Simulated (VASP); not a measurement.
Output of a VASP run:

File OSZICAR:
```
       N       E                     dE             d eps       ncg     rms          rms(c)
DAV:   1     0.221746622271E+03    0.22175E+03   -0.15814E+04   456   0.187E+03
DAV:   2    -0.334364848129E+01   -0.22509E+03   -0.22196E+03   580   0.445E+02
DAV:   3    -0.126368955612E+02   -0.92932E+01   -0.92901E+01   454   0.108E+02
DAV:   4    -0.127031609571E+02   -0.66265E-01   -0.66264E-01   514   0.897E+00
DAV:   5    -0.127036749591E+02   -0.51400E-03   -0.51400E-03   454   0.745E-01    0.972E+00
DAV:   6    -0.108915025184E+02    0.18122E+01   -0.84326E+00   568   0.554E+01    0.700E+00
DAV:   7    -0.109253056527E+02   -0.33803E-01   -0.83823E-01   448   0.114E+01    0.398E+00
DAV:   8    -0.109143531321E+02    0.10953E-01   -0.18276E-01   478   0.490E+00    0.732E-01
DAV:   9    -0.109053731220E+02    0.89800E-02   -0.49028E-02   496   0.286E+00    0.994E-02
DAV:  10    -0.109059813010E+02   -0.60818E-03   -0.37684E-03   454   0.924E-01    0.141E-01
DAV:  11    -0.109060571186E+02   -0.75818E-04   -0.23437E-04   514   0.238E-01    0.537E-02
DAV:  12    -0.109060832905E+02   -0.26172E-04   -0.14274E-04   460   0.124E-01    0.123E-02
DAV:  13    -0.109060854124E+02   -0.21218E-05   -0.72830E-06   514   0.286E-02    0.846E-03
DAV:  14    -0.109060853984E+02    0.13940E-07   -0.28714E-06   388   0.307E-02
   1 F= -.10906085E+02 E0= -.10906085E+02  d E =-.687326E-13
```

**OUTCAR**
```
------------------------ aborting loop because EDIFF is reached ----------------------------------------
  FORCE on cell =-STRESS in cart. coord.  units (eV):
  Direction    XX          YY          ZZ          XY          YZ          ZX
  --------------------------------------------------------------------------------------
  Total       -0.0800212     -0.0800212     -0.0800212      0.0000000      0.0000000      0.0000000
  in kB       -3.0860908     -3.0860908     -3.0860908      0.0000000      0.0000000      0.0000000
  external PRESSURE =      -3.0860908 kB  Pullay stress =       0.0000000 kB
  volume of cell :       41.54
      direct lattice vectors                 reciprocal lattice vectors
     0.000000000  2.748900000  2.748900000    -0.181890938  0.181890938  0.181890938
     2.748900000  0.000000000  2.748900000     0.181890938 -0.181890938  0.181890938
     2.748900000  2.748900000  0.000000000     0.181890938  0.181890938 -0.181890938
 POSITION                                       TOTAL-FORCE (eV/Angst)
 -----------------------------------------------------------------------------------
      0.00000      0.00000      0.00000         0.000000     -0.000000     -0.000000
      1.37445      1.37445      1.37445         0.000000      0.000000      0.000000
      4.12335      4.12335      4.12335        -0.000000     -0.000000     -0.000000
 -----------------------------------------------------------------------------------
    total drift:                                0.000000     -0.000000      0.000000
  FREE ENERGIE OF THE ION-ELECTRON SYSTEM (eV)
  ---------------------------------------------------
  free  energy   TOTEN  =       -10.9060853984 eV

  energy  without entropy=      -10.9060853984  energy(sigma->0) =      -10.90608540
```
(Selected blocks of OUTCAR.)

POSCAR:
```
CdF2
1
    0.0000000000     2.7489000000     2.7489000000
    2.7489000000     0.0000000000     2.7489000000
    2.7489000000     2.7489000000     0.0000000000
Cd F
1 2
Direct
  0.0000000000   0.0000000000   0.0000000000
  0.2500000000   0.2500000000   0.2500000000
  0.7500000000   0.7500000000   0.7500000000
```

Problem. Reconstruct the remaining input files.

Solution. This is not unique; one that fits is the input of the run itself, PBE GGA, plane waves, VASP's PBE PAW potentials (set 64).

**INCAR**
```
ALGO = Normal
EDIFF = 1E-6
ENCUT = 520
GGA = PE
ISIF = 2
ISMEAR = 0
LASPH = .True.
LCHARG = .False.
LMAXMIX = 4
LREAL = .False.
LWAVE = .False.
NBANDS = 14
NELM = 100
PREC = Accurate
SIGMA = 0.05
SYSTEM = CdF2
```

**KPOINTS**
```
Automatic mesh
0
Gamma
6 6 6
0 0 0
```

POTCAR, in this order: Cd F (PBE.64 set). Program: vasp_std.

The compound is CdF2 in the fluorite structure. The cell was not relaxed at this level. The run is one of a series of settings (NBANDS = 14 against the base run), some of them coarse on purpose.
